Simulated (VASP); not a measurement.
Runs of VASP 6.6.1 on NaMg3O4. Symmetry: Pm-3m, No. 221, cubic system. The conventional cell has a = 4.354 Å, b = 4.354 Å, c = 4.354 Å, α = 90.00°, β = 90.00°, γ = 90.00°. Around Mg (site symmetry 4/mmm) lie 6 O at 2.18 Å. Around Na (site symmetry m-3m) lie 6 O at 2.18 Å. O (site symmetry 4/mmm) has 4 Mg at 2.18 Å and 2 Na at 2.18 Å as nearest neighbours. Around O (site symmetry m-3m) lie 6 Mg at 2.18 Å. The cell comes from a database or a generator and needn't be the stable form of this composition.

```csv
task,level,potentials or basis,cell,cutoff (eV),smearing,gap on the mesh (eV),pressure (GPa)
electric field gradients,RPBE+D3(BJ),"VASP PAW PBE potentials, release 64 (Mg, Na_pv, O)",as given,520,gaussian 0.05 eV,none,-18.9
single point,PBE,"VASP PAW PBE potentials, release 64 (Mg, Na, O)",as given,500,gaussian 0.1 eV,none,-2.4
relaxation of cell and atoms,PBE+rVV10,"VASP PAW PBE potentials, release 54 (Mg, Na_pv, O)",relaxed,600,gaussian 0.1 eV,none,0.0
single point,LDA,"VASP PAW LDA potentials, release 64 (Mg, Na, O)",as given,500,gaussian 0.01 eV,none,(a)
single point,PBE,"VASP PAW PBE potentials, release 64 (Mg, Na_pv, O)",as given,520,gaussian 0.05 eV,none,-1.4
```

Alike in all rows: no spin polarisation; k mesh 6 × 6 × 6.

**Question.** Fill in the values left out.

**Answer.** (a) -12.0.

Caveats: an odd number of electrons without spin polarisation forces a metal; a magnetic or distorted state may lie lower; pairwise dispersion overbinds metals, which lowers pressure and volume (some runs); so large a pressure means that the cell lies far from this level's equilibrium, or that cutoff or potentials fall short (some runs); the potentials were made for another functional, which shifts forces and pressure (some runs).

A k mesh can miss the band edges.

A gap of «none» marks a metal or a gap under the smearing width.

Not every run made on this cell is shown here.
